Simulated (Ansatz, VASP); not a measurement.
**Mn3N: VASP beside Ansatz**

The input INCAR:

```
PREC     = Accurate       # precision mode
ENCUT    = 600            # plane-wave cutoff, eV
EDIFF    = 1E-6           # SCF threshold, eV
ISMEAR   = 0              # smearing method
SIGMA    = 0.1            # smearing width, eV
LREAL    = False          # projectors in reciprocal space
LASPH    = True           # aspherical terms in the spheres
NELM     = 150            # most SCF steps
ALGO     = Normal         # electronic algorithm
ISIF     = 3              # what is computed and relaxed
LWAVE    = False          # write WAVECAR
LCHARG   = False          # write CHGCAR
ISPIN    = 2              # spin polarisation
MAGMOM   = 1.79 1.79 1.79 0 # initial moments
LORBIT   = 11             # projections on sites
LMAXMIX  = 4              # l up to which the mixer works
GGA      = PE             # functional
IBRION   = 2              # ionic algorithm
NSW      = 90             # ionic steps
EDIFFG   = -0.04          # ionic threshold
```

Contents of KPOINTS:

```
Automatic mesh
0
Gamma
  6 6 6
```

Contents of POSCAR:

```
Mn3N
1.0
    3.4165539839      0.0000000000      0.0000000000
    0.0000000000      3.4165539839      0.0000000000
    0.0000000000      0.0000000000      3.4165539839
Mn N
3 1
Direct
    0.0000000000      0.5000000000      0.5000000000
    0.5000000000      0.0000000000      0.5000000000
    0.5000000000      0.5000000000      0.0000000000
    0.0000000000      0.0000000000      0.0000000000
```

Input for Ansatz:

```yaml
crystal:
  lattice:
    - [3.4165539839, 0.0, 0.0]
    - [0.0, 3.4165539839, 0.0]
    - [0.0, 0.0, 3.4165539839]
  atoms:
    - { symbol: Mn, position: [0.0, 0.5, 0.5], spin: 1.79 }
    - { symbol: Mn, position: [0.5, 0.0, 0.5], spin: 1.79 }
    - { symbol: Mn, position: [0.5, 0.5, 0.0], spin: 1.79 }
    - { symbol: "N", position: [0.0, 0.0, 0.0] }
basis:
  ecutwfc: 420
kpoints:
  mp_grid: { grid: [6, 6, 6] }
hamiltonian:
  xc: pbe
scf:
  occupations: { method: gaussian, width: 0.1 }
  lower_state_search: "off"
output:
  forces: true
  stress: true
  eigenvalues: true
  populations: true
magnetization:
  spin_polarized: true
relax:
  adjacent_minimum: "off"
  f_tol: 0.04
  max_steps: 70
  cell: { stress_tol: 0.4 }
```

Change from the starting cell: species swapped into the PrDy3 type (Pm-3m, No. 221).

Alike in both runs: task relaxation of cell and atoms; functional PBE; k mesh 6 × 6 × 6; occupations gaussian, width 0.1 eV; collinear spin.

```csv
,VASP,Ansatz
version,VASP 6.6.1,Ansatz 0.2.0
potentials or method,"VASP PAW PBE potentials, release 64 (Mn_pv, N)","scalar-relativistic, plane waves, PAW"
plane-wave cutoff (eV),600,420
valence electrons in the cell,44,50
```

|  | VASP | Ansatz | Ansatz less VASP |
| --- | --- | --- | --- |
| gap on the k mesh at the Fermi level, each at its own relaxed structure (eV) | none | none | - |
| net moment per atom (μB) | 1.39 | 1.38 | -0.001 |
| size of the moment on the site where the two differ most (μB) | 1.82 | 1.77 | -0.050 |
| relaxed volume (Å³/atom) | 10.07 | 10.06 | -0.003 |
| relaxed cell length with the largest relative difference (Å) | 3.428 | 3.427 | -0.0004 |

Site moments also hang on the region over which each program counts them. A gap of «none» marks a metal or a gap that the smearing closes. The two sets of potentials don't hold the same shells in valence.
